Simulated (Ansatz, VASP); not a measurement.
## Ge (Germanium): VASP beside Ansatz

Aim: how closely do two programs agree when they are given the same cell, functional and k mesh? The cell is taken from a series of runs on this material, whose earlier steps may have relaxed, scaled, displaced or heated it; both programs get it as it stands.

Program: Ansatz 0.2.0. Level of theory: plane waves, with VASP 6.6.1 beside it; zone-centre phonons at PBEsol. Results are calculated unless marked as measured.

## 1. Starting point

The structure is cubic, space group Fd-3m (No. 227). Conventional cell: a = 5.657 Å, b = 5.657 Å, c = 5.657 Å, α = 90.00°, β = 90.00°, γ = 90.00°. Ge has 4 Ge at 2.45 Å nearest.

## 2. VASP: zone-centre phonons, PBEsol

Second derivatives magnify differences that forces hide, and they need a tight electronic threshold.

Lines of VASP's logs that name or quote its potential files are left out, and so is its time.

The input, INCAR:

```
SYSTEM = Ge
PREC = Accurate
ENCUT = 500
EDIFF = 1E-08
NELM = 120
ISMEAR = 0
SIGMA = 0.015
LREAL = .FALSE.
ALGO = Normal
GGA = PS
NBANDS = 20
LORBIT = 11
LWAVE = .FALSE.
LCHARG = .FALSE.
ISIF = 2
ISYM = 2
IBRION = 8
LASPH = .TRUE.
GGA_COMPAT = .FALSE.
EFERMI = MIDGAP
KPAR = 2
```

The input, POSCAR:

```
Ge
1.0
   -0.0005271138      2.8280177180      2.8280177180
    2.8280177180     -0.0005271138      2.8280177180
    2.8280177180      2.8280177180     -0.0005271138
Ge
2
Direct
    0.4999588009      0.4999588009      0.4999588009
    0.7500411991      0.7500411991      0.7500411991
```

The input, KPOINTS:

```
Points of the shifted mesh
1728
Reciprocal
 0.0416666667  0.0416666667  0.0416666667 1
 0.0416666667  0.0416666667  0.1250000000 1
 0.0416666667  0.0416666667  0.2083333333 1
 0.0416666667  0.0416666667  0.2916666667 1
 0.0416666667  0.0416666667  0.3750000000 1
 0.0416666667  0.0416666667  0.4583333333 1
 0.0416666667  0.0416666667  0.5416666667 1
 0.0416666667  0.0416666667  0.6250000000 1
 0.0416666667  0.0416666667  0.7083333333 1
 0.0416666667  0.0416666667  0.7916666667 1
 0.0416666667  0.0416666667  0.8750000000 1
 0.0416666667  0.0416666667  0.9583333333 1
 0.0416666667  0.1250000000  0.0416666667 1
 0.0416666667  0.1250000000  0.1250000000 1
 0.0416666667  0.1250000000  0.2083333333 1
 0.0416666667  0.1250000000  0.2916666667 1
 0.0416666667  0.1250000000  0.3750000000 1
 0.0416666667  0.1250000000  0.4583333333 1
 0.0416666667  0.1250000000  0.5416666667 1
 0.0416666667  0.1250000000  0.6250000000 1
 0.0416666667  0.1250000000  0.7083333333 1
 0.0416666667  0.1250000000  0.7916666667 1
 0.0416666667  0.1250000000  0.8750000000 1
 0.0416666667  0.1250000000  0.9583333333 1
 0.0416666667  0.2083333333  0.0416666667 1
 0.0416666667  0.2083333333  0.1250000000 1
 0.0416666667  0.2083333333  0.2083333333 1
 0.0416666667  0.2083333333  0.2916666667 1
 0.0416666667  0.2083333333  0.3750000000 1
 0.0416666667  0.2083333333  0.4583333333 1
 0.0416666667  0.2083333333  0.5416666667 1
 0.0416666667  0.2083333333  0.6250000000 1
 0.0416666667  0.2083333333  0.7083333333 1
 0.0416666667  0.2083333333  0.7916666667 1
 0.0416666667  0.2083333333  0.8750000000 1
 0.0416666667  0.2083333333  0.9583333333 1
 0.0416666667  0.2916666667  0.0416666667 1
 0.0416666667  0.2916666667  0.1250000000 1
 0.0416666667  0.2916666667  0.2083333333 1
 0.0416666667  0.2916666667  0.2916666667 1
 0.0416666667  0.2916666667  0.3750000000 1
 0.0416666667  0.2916666667  0.4583333333 1
 0.0416666667  0.2916666667  0.5416666667 1
 0.0416666667  0.2916666667  0.6250000000 1
 0.0416666667  0.2916666667  0.7083333333 1
 0.0416666667  0.2916666667  0.7916666667 1
 0.0416666667  0.2916666667  0.8750000000 1
 0.0416666667  0.2916666667  0.9583333333 1
 0.0416666667  0.3750000000  0.0416666667 1
 0.0416666667  0.3750000000  0.1250000000 1
 0.0416666667  0.3750000000  0.2083333333 1
 0.0416666667  0.3750000000  0.2916666667 1
 0.0416666667  0.3750000000  0.3750000000 1
 0.0416666667  0.3750000000  0.4583333333 1
 0.0416666667  0.3750000000  0.5416666667 1
 0.0416666667  0.3750000000  0.6250000000 1
 0.0416666667  0.3750000000  0.7083333333 1
 0.0416666667  0.3750000000  0.7916666667 1
 0.0416666667  0.3750000000  0.8750000000 1
 0.0416666667  0.3750000000  0.9583333333 1
 0.0416666667  0.4583333333  0.0416666667 1
 0.0416666667  0.4583333333  0.1250000000 1
 0.0416666667  0.4583333333  0.2083333333 1
 0.0416666667  0.4583333333  0.2916666667 1
 0.0416666667  0.4583333333  0.3750000000 1
 0.0416666667  0.4583333333  0.4583333333 1
 0.0416666667  0.4583333333  0.5416666667 1
 0.0416666667  0.4583333333  0.6250000000 1
 0.0416666667  0.4583333333  0.7083333333 1
 0.0416666667  0.4583333333  0.7916666667 1
 0.0416666667  0.4583333333  0.8750000000 1
 0.0416666667  0.4583333333  0.9583333333 1
 0.0416666667  0.5416666667  0.0416666667 1
 0.0416666667  0.5416666667  0.1250000000 1
 0.0416666667  0.5416666667  0.2083333333 1
 0.0416666667  0.5416666667  0.2916666667 1
 0.0416666667  0.5416666667  0.3750000000 1
 0.0416666667  0.5416666667  0.4583333333 1
 0.0416666667  0.5416666667  0.5416666667 1
 0.0416666667  0.5416666667  0.6250000000 1
 0.0416666667  0.5416666667  0.7083333333 1
 0.0416666667  0.5416666667  0.7916666667 1
 0.0416666667  0.5416666667  0.8750000000 1
 0.0416666667  0.5416666667  0.9583333333 1
 0.0416666667  0.6250000000  0.0416666667 1
 0.0416666667  0.6250000000  0.1250000000 1
 0.0416666667  0.6250000000  0.2083333333 1
 0.0416666667  0.6250000000  0.2916666667 1
 0.0416666667  0.6250000000  0.3750000000 1
 0.0416666667  0.6250000000  0.4583333333 1
 0.0416666667  0.6250000000  0.5416666667 1
 0.0416666667  0.6250000000  0.6250000000 1
 0.0416666667  0.6250000000  0.7083333333 1
 0.0416666667  0.6250000000  0.7916666667 1
 0.0416666667  0.6250000000  0.8750000000 1
 0.0416666667  0.6250000000  0.9583333333 1
 0.0416666667  0.7083333333  0.0416666667 1
 0.0416666667  0.7083333333  0.1250000000 1
 0.0416666667  0.7083333333  0.2083333333 1
 0.0416666667  0.7083333333  0.2916666667 1
 0.0416666667  0.7083333333  0.3750000000 1
 0.0416666667  0.7083333333  0.4583333333 1
 0.0416666667  0.7083333333  0.5416666667 1
 0.0416666667  0.7083333333  0.6250000000 1
 0.0416666667  0.7083333333  0.7083333333 1
 0.0416666667  0.7083333333  0.7916666667 1
 0.0416666667  0.7083333333  0.8750000000 1
 0.0416666667  0.7083333333  0.9583333333 1
 0.0416666667  0.7916666667  0.0416666667 1
 0.0416666667  0.7916666667  0.1250000000 1
 0.0416666667  0.7916666667  0.2083333333 1
 0.0416666667  0.7916666667  0.2916666667 1
[... 1390 lines left out ...]
 0.8750000000  0.4583333333  0.1250000000 1
 0.8750000000  0.4583333333  0.2083333333 1
 0.8750000000  0.4583333333  0.2916666667 1
 0.8750000000  0.4583333333  0.3750000000 1
 0.8750000000  0.4583333333  0.4583333333 1
 0.8750000000  0.4583333333  0.5416666667 1
 0.8750000000  0.4583333333  0.6250000000 1
 0.8750000000  0.4583333333  0.7083333333 1
 0.8750000000  0.4583333333  0.7916666667 1
 0.8750000000  0.4583333333  0.8750000000 1
 0.8750000000  0.4583333333  0.9583333333 1
 0.8750000000  0.5416666667  0.0416666667 1
 0.8750000000  0.5416666667  0.1250000000 1
 0.8750000000  0.5416666667  0.2083333333 1
 0.8750000000  0.5416666667  0.2916666667 1
 0.8750000000  0.5416666667  0.3750000000 1
 0.8750000000  0.5416666667  0.4583333333 1
 0.8750000000  0.5416666667  0.5416666667 1
 0.8750000000  0.5416666667  0.6250000000 1
 0.8750000000  0.5416666667  0.7083333333 1
 0.8750000000  0.5416666667  0.7916666667 1
 0.8750000000  0.5416666667  0.8750000000 1
 0.8750000000  0.5416666667  0.9583333333 1
 0.8750000000  0.6250000000  0.0416666667 1
 0.8750000000  0.6250000000  0.1250000000 1
 0.8750000000  0.6250000000  0.2083333333 1
 0.8750000000  0.6250000000  0.2916666667 1
 0.8750000000  0.6250000000  0.3750000000 1
 0.8750000000  0.6250000000  0.4583333333 1
 0.8750000000  0.6250000000  0.5416666667 1
 0.8750000000  0.6250000000  0.6250000000 1
 0.8750000000  0.6250000000  0.7083333333 1
 0.8750000000  0.6250000000  0.7916666667 1
 0.8750000000  0.6250000000  0.8750000000 1
 0.8750000000  0.6250000000  0.9583333333 1
 0.8750000000  0.7083333333  0.0416666667 1
 0.8750000000  0.7083333333  0.1250000000 1
 0.8750000000  0.7083333333  0.2083333333 1
 0.8750000000  0.7083333333  0.2916666667 1
 0.8750000000  0.7083333333  0.3750000000 1
 0.8750000000  0.7083333333  0.4583333333 1
 0.8750000000  0.7083333333  0.5416666667 1
 0.8750000000  0.7083333333  0.6250000000 1
 0.8750000000  0.7083333333  0.7083333333 1
 0.8750000000  0.7083333333  0.7916666667 1
 0.8750000000  0.7083333333  0.8750000000 1
 0.8750000000  0.7083333333  0.9583333333 1
 0.8750000000  0.7916666667  0.0416666667 1
 0.8750000000  0.7916666667  0.1250000000 1
 0.8750000000  0.7916666667  0.2083333333 1
 0.8750000000  0.7916666667  0.2916666667 1
 0.8750000000  0.7916666667  0.3750000000 1
 0.8750000000  0.7916666667  0.4583333333 1
 0.8750000000  0.7916666667  0.5416666667 1
 0.8750000000  0.7916666667  0.6250000000 1
 0.8750000000  0.7916666667  0.7083333333 1
 0.8750000000  0.7916666667  0.7916666667 1
 0.8750000000  0.7916666667  0.8750000000 1
 0.8750000000  0.7916666667  0.9583333333 1
 0.8750000000  0.8750000000  0.0416666667 1
 0.8750000000  0.8750000000  0.1250000000 1
 0.8750000000  0.8750000000  0.2083333333 1
 0.8750000000  0.8750000000  0.2916666667 1
 0.8750000000  0.8750000000  0.3750000000 1
 0.8750000000  0.8750000000  0.4583333333 1
 0.8750000000  0.8750000000  0.5416666667 1
 0.8750000000  0.8750000000  0.6250000000 1
 0.8750000000  0.8750000000  0.7083333333 1
 0.8750000000  0.8750000000  0.7916666667 1
 0.8750000000  0.8750000000  0.8750000000 1
 0.8750000000  0.8750000000  0.9583333333 1
 0.8750000000  0.9583333333  0.0416666667 1
 0.8750000000  0.9583333333  0.1250000000 1
 0.8750000000  0.9583333333  0.2083333333 1
 0.8750000000  0.9583333333  0.2916666667 1
 0.8750000000  0.9583333333  0.3750000000 1
 0.8750000000  0.9583333333  0.4583333333 1
 0.8750000000  0.9583333333  0.5416666667 1
 0.8750000000  0.9583333333  0.6250000000 1
 0.8750000000  0.9583333333  0.7083333333 1
 0.8750000000  0.9583333333  0.7916666667 1
 0.8750000000  0.9583333333  0.8750000000 1
 0.8750000000  0.9583333333  0.9583333333 1
 0.9583333333  0.0416666667  0.0416666667 1
 0.9583333333  0.0416666667  0.1250000000 1
 0.9583333333  0.0416666667  0.2083333333 1
 0.9583333333  0.0416666667  0.2916666667 1
 0.9583333333  0.0416666667  0.3750000000 1
 0.9583333333  0.0416666667  0.4583333333 1
 0.9583333333  0.0416666667  0.5416666667 1
 0.9583333333  0.0416666667  0.6250000000 1
 0.9583333333  0.0416666667  0.7083333333 1
 0.9583333333  0.0416666667  0.7916666667 1
 0.9583333333  0.0416666667  0.8750000000 1
 0.9583333333  0.0416666667  0.9583333333 1
 0.9583333333  0.1250000000  0.0416666667 1
 0.9583333333  0.1250000000  0.1250000000 1
 0.9583333333  0.1250000000  0.2083333333 1
 0.9583333333  0.1250000000  0.2916666667 1
 0.9583333333  0.1250000000  0.3750000000 1
 0.9583333333  0.1250000000  0.4583333333 1
 0.9583333333  0.1250000000  0.5416666667 1
 0.9583333333  0.1250000000  0.6250000000 1
 0.9583333333  0.1250000000  0.7083333333 1
 0.9583333333  0.1250000000  0.7916666667 1
 0.9583333333  0.1250000000  0.8750000000 1
 0.9583333333  0.1250000000  0.9583333333 1
 0.9583333333  0.2083333333  0.0416666667 1
 0.9583333333  0.2083333333  0.1250000000 1
 0.9583333333  0.2083333333  0.2083333333 1
 0.9583333333  0.2083333333  0.2916666667 1
 0.9583333333  0.2083333333  0.3750000000 1
 0.9583333333  0.2083333333  0.4583333333 1
 0.9583333333  0.2083333333  0.5416666667 1
 0.9583333333  0.2083333333  0.6250000000 1
 0.9583333333  0.2083333333  0.7083333333 1
 0.9583333333  0.2083333333  0.7916666667 1
 0.9583333333  0.2083333333  0.8750000000 1
 0.9583333333  0.2083333333  0.9583333333 1
 0.9583333333  0.2916666667  0.0416666667 1
 0.9583333333  0.2916666667  0.1250000000 1
 0.9583333333  0.2916666667  0.2083333333 1
 0.9583333333  0.2916666667  0.2916666667 1
 0.9583333333  0.2916666667  0.3750000000 1
 0.9583333333  0.2916666667  0.4583333333 1
 0.9583333333  0.2916666667  0.5416666667 1
 0.9583333333  0.2916666667  0.6250000000 1
 0.9583333333  0.2916666667  0.7083333333 1
 0.9583333333  0.2916666667  0.7916666667 1
 0.9583333333  0.2916666667  0.8750000000 1
 0.9583333333  0.2916666667  0.9583333333 1
 0.9583333333  0.3750000000  0.0416666667 1
 0.9583333333  0.3750000000  0.1250000000 1
 0.9583333333  0.3750000000  0.2083333333 1
 0.9583333333  0.3750000000  0.2916666667 1
 0.9583333333  0.3750000000  0.3750000000 1
 0.9583333333  0.3750000000  0.4583333333 1
 0.9583333333  0.3750000000  0.5416666667 1
 0.9583333333  0.3750000000  0.6250000000 1
 0.9583333333  0.3750000000  0.7083333333 1
 0.9583333333  0.3750000000  0.7916666667 1
 0.9583333333  0.3750000000  0.8750000000 1
 0.9583333333  0.3750000000  0.9583333333 1
 0.9583333333  0.4583333333  0.0416666667 1
 0.9583333333  0.4583333333  0.1250000000 1
 0.9583333333  0.4583333333  0.2083333333 1
 0.9583333333  0.4583333333  0.2916666667 1
 0.9583333333  0.4583333333  0.3750000000 1
 0.9583333333  0.4583333333  0.4583333333 1
 0.9583333333  0.4583333333  0.5416666667 1
 0.9583333333  0.4583333333  0.6250000000 1
 0.9583333333  0.4583333333  0.7083333333 1
 0.9583333333  0.4583333333  0.7916666667 1
 0.9583333333  0.4583333333  0.8750000000 1
 0.9583333333  0.4583333333  0.9583333333 1
 0.9583333333  0.5416666667  0.0416666667 1
 0.9583333333  0.5416666667  0.1250000000 1
 0.9583333333  0.5416666667  0.2083333333 1
 0.9583333333  0.5416666667  0.2916666667 1
 0.9583333333  0.5416666667  0.3750000000 1
 0.9583333333  0.5416666667  0.4583333333 1
 0.9583333333  0.5416666667  0.5416666667 1
 0.9583333333  0.5416666667  0.6250000000 1
 0.9583333333  0.5416666667  0.7083333333 1
 0.9583333333  0.5416666667  0.7916666667 1
 0.9583333333  0.5416666667  0.8750000000 1
 0.9583333333  0.5416666667  0.9583333333 1
 0.9583333333  0.6250000000  0.0416666667 1
 0.9583333333  0.6250000000  0.1250000000 1
 0.9583333333  0.6250000000  0.2083333333 1
 0.9583333333  0.6250000000  0.2916666667 1
 0.9583333333  0.6250000000  0.3750000000 1
 0.9583333333  0.6250000000  0.4583333333 1
 0.9583333333  0.6250000000  0.5416666667 1
 0.9583333333  0.6250000000  0.6250000000 1
 0.9583333333  0.6250000000  0.7083333333 1
 0.9583333333  0.6250000000  0.7916666667 1
 0.9583333333  0.6250000000  0.8750000000 1
 0.9583333333  0.6250000000  0.9583333333 1
 0.9583333333  0.7083333333  0.0416666667 1
 0.9583333333  0.7083333333  0.1250000000 1
 0.9583333333  0.7083333333  0.2083333333 1
 0.9583333333  0.7083333333  0.2916666667 1
 0.9583333333  0.7083333333  0.3750000000 1
 0.9583333333  0.7083333333  0.4583333333 1
 0.9583333333  0.7083333333  0.5416666667 1
 0.9583333333  0.7083333333  0.6250000000 1
 0.9583333333  0.7083333333  0.7083333333 1
 0.9583333333  0.7083333333  0.7916666667 1
 0.9583333333  0.7083333333  0.8750000000 1
 0.9583333333  0.7083333333  0.9583333333 1
 0.9583333333  0.7916666667  0.0416666667 1
 0.9583333333  0.7916666667  0.1250000000 1
 0.9583333333  0.7916666667  0.2083333333 1
 0.9583333333  0.7916666667  0.2916666667 1
 0.9583333333  0.7916666667  0.3750000000 1
 0.9583333333  0.7916666667  0.4583333333 1
 0.9583333333  0.7916666667  0.5416666667 1
 0.9583333333  0.7916666667  0.6250000000 1
 0.9583333333  0.7916666667  0.7083333333 1
 0.9583333333  0.7916666667  0.7916666667 1
 0.9583333333  0.7916666667  0.8750000000 1
 0.9583333333  0.7916666667  0.9583333333 1
 0.9583333333  0.8750000000  0.0416666667 1
 0.9583333333  0.8750000000  0.1250000000 1
 0.9583333333  0.8750000000  0.2083333333 1
 0.9583333333  0.8750000000  0.2916666667 1
 0.9583333333  0.8750000000  0.3750000000 1
 0.9583333333  0.8750000000  0.4583333333 1
 0.9583333333  0.8750000000  0.5416666667 1
 0.9583333333  0.8750000000  0.6250000000 1
 0.9583333333  0.8750000000  0.7083333333 1
 0.9583333333  0.8750000000  0.7916666667 1
 0.9583333333  0.8750000000  0.8750000000 1
 0.9583333333  0.8750000000  0.9583333333 1
 0.9583333333  0.9583333333  0.0416666667 1
 0.9583333333  0.9583333333  0.1250000000 1
 0.9583333333  0.9583333333  0.2083333333 1
 0.9583333333  0.9583333333  0.2916666667 1
 0.9583333333  0.9583333333  0.3750000000 1
 0.9583333333  0.9583333333  0.4583333333 1
 0.9583333333  0.9583333333  0.5416666667 1
 0.9583333333  0.9583333333  0.6250000000 1
 0.9583333333  0.9583333333  0.7083333333 1
 0.9583333333  0.9583333333  0.7916666667 1
 0.9583333333  0.9583333333  0.8750000000 1
 0.9583333333  0.9583333333  0.9583333333 1
```

The projector-augmented-wave data sets are Ge_d (PBE family, release 64).

Launch:

```console
$ mpirun -np 2 vasp_std
```

Numbers of over 12 decimals in the logs are rounded to 6 here.

The program printed:

```text
[banner, memory and clock lines left out]
running    2 mpi-ranks, on    1 nodes
 distrk:  each k-point on    1 cores,    2 groups
 distr:  one band on    1 cores,    1 groups

 POSCAR found type information on POSCAR Ge
 POSCAR found :  1 types and       2 ions
|                                                                             |
|               ----> ADVICE to this user running VASP <----                  |
|                                                                             |
|     You enforced a specific xc type in the INCAR file but a different       |
|     [... a line on the potential file left out ...]
|     I HOPE YOU KNOW WHAT YOU ARE DOING!                                     |
|                                                                             |

 LDA part: xc-table for (Slater+PW92), standard interpolation
 POSCAR, INCAR and KPOINTS ok, starting setup
 FFT: planning ... GRIDC
 FFT: planning ... GRID_SOFT
 FFT: planning ... GRID
 WAVECAR not read
 entering main loop
       N       E                     dE             d eps       ncg     rms          rms(c)
DAV:   1     0.182327587712E+03    0.18233E+03   -0.14628E+04 74372   0.374E+03
DAV:   2     0.155434604107E+02   -0.16678E+03   -0.16224E+03 69256   0.585E+02
DAV:   3    -0.922013091415E+01   -0.24764E+02   -0.24588E+02 77852   0.144E+02
DAV:   4    -0.100130954843E+02   -0.79296E+00   -0.79241E+00 78212   0.304E+01
DAV:   5    -0.100262009079E+02   -0.13105E-01   -0.13105E-01 77384   0.427E+00    0.326E+00
DAV:   6    -0.992238472738E+01    0.10382E+00   -0.37101E-02 91212   0.238E+00    0.186E+00
DAV:   7    -0.987282010037E+01    0.49565E-01   -0.61226E-02 72560   0.254E+00    0.157E-01
DAV:   8    -0.987383332038E+01   -0.10132E-02   -0.69117E-03 78628   0.120E+00    0.513E-02
DAV:   9    -0.987393654676E+01   -0.10323E-03   -0.23773E-04 78104   0.218E-01    0.107E-02
DAV:  10    -0.987395009100E+01   -0.13544E-04   -0.19569E-05 89504   0.384E-02    0.539E-03
DAV:  11    -0.987395121119E+01   -0.11202E-05   -0.46762E-06 92808   0.343E-02    0.136E-03
DAV:  12    -0.987395079339E+01    0.41780E-06   -0.83989E-07 91992   0.181E-02    0.283E-04
DAV:  13    -0.987395076854E+01    0.24853E-07   -0.17618E-08 66108   0.133E-03    0.124E-04
DAV:  14    -0.987395074497E+01    0.23570E-07   -0.42951E-09 46040   0.126E-03    0.279E-05
DAV:  15    -0.987395074634E+01   -0.13724E-08   -0.70057E-10 39972   0.377E-04
   1 F= -.98739507E+01 E0= -.98739507E+01  d E =-.238526E-20
 Linear response reoptimize wavefunctions to high precision
DAV:   1    -0.987395074875E+01   -0.24047E-08   -0.18915E-10 41904   0.187E-04
DAV:   2    -0.987395074875E+01   -0.54570E-11   -0.52581E-11 38416   0.947E-05
 Linear response DOF=           1
 Linear response progress:
  Degree of freedom:   1/  1
       N       E                     dE             d eps       ncg     rms          rms(c)
RMM:   1    -0.186648612142E+00   -0.18665E+00    0.83933E+00 84208   0.450E+01
RMM:   2    -0.193835290233E+00   -0.71867E-02   -0.13220E-02111827   0.109E+00    0.740E-02
RMM:   3    -0.193852124601E+00   -0.16834E-04   -0.92687E-04118607   0.314E-01    0.428E-02
RMM:   4    -0.193749344372E+00    0.10278E-03   -0.62520E-05126776   0.804E-02    0.473E-03
RMM:   5    -0.193751024055E+00   -0.16797E-05   -0.32540E-06121879   0.176E-02    0.242E-03
RMM:   6    -0.193758048704E+00   -0.70246E-05   -0.22062E-07123912   0.496E-03    0.313E-04
RMM:   7    -0.193757036372E+00    0.10123E-05   -0.29420E-08127044   0.153E-03    0.194E-04
RMM:   8    -0.193755954593E+00    0.10818E-05   -0.18094E-09128985   0.551E-04    0.416E-05
RMM:   9    -0.193755862746E+00    0.91847E-07   -0.17696E-08129530   0.231E-04    0.194E-05
RMM:  10    -0.193756005691E+00   -0.14295E-06    0.28363E-09130074   0.105E-04    0.549E-06
RMM:  11    -0.193756028808E+00   -0.23117E-07   -0.98753E-09129648   0.593E-05    0.288E-06
RMM:  12    -0.193756051511E+00   -0.22703E-07   -0.15253E-08128170   0.399E-05    0.180E-06
RMM:  13    -0.193756066886E+00   -0.15374E-07   -0.28420E-09115417   0.316E-05    0.468E-07
RMM:  14    -0.193756071136E+00   -0.42504E-08   -0.27896E-09101412   0.275E-05    0.652E-08
 first order change of Fermi-energy   0.72640E+00
 force on displaced ion       1 direction 1 : -11.372  -0.001  -0.001
 Linear response finished
```

(Part 1 of 2 ends here.)

[Lines on the potential files, build, host, timing and source positions are cut from VASP's logs without a mark.]

[Logs are printed without paths, hosts, clocks, repeated set-up lines and the standing remarks that a program may print on its own settings, such as how far it seeks lower states.]

[Hosts, paths, dates, database ids (printed as entryN), source tags and the programs' standing remarks are cut or masked in the printed files.]
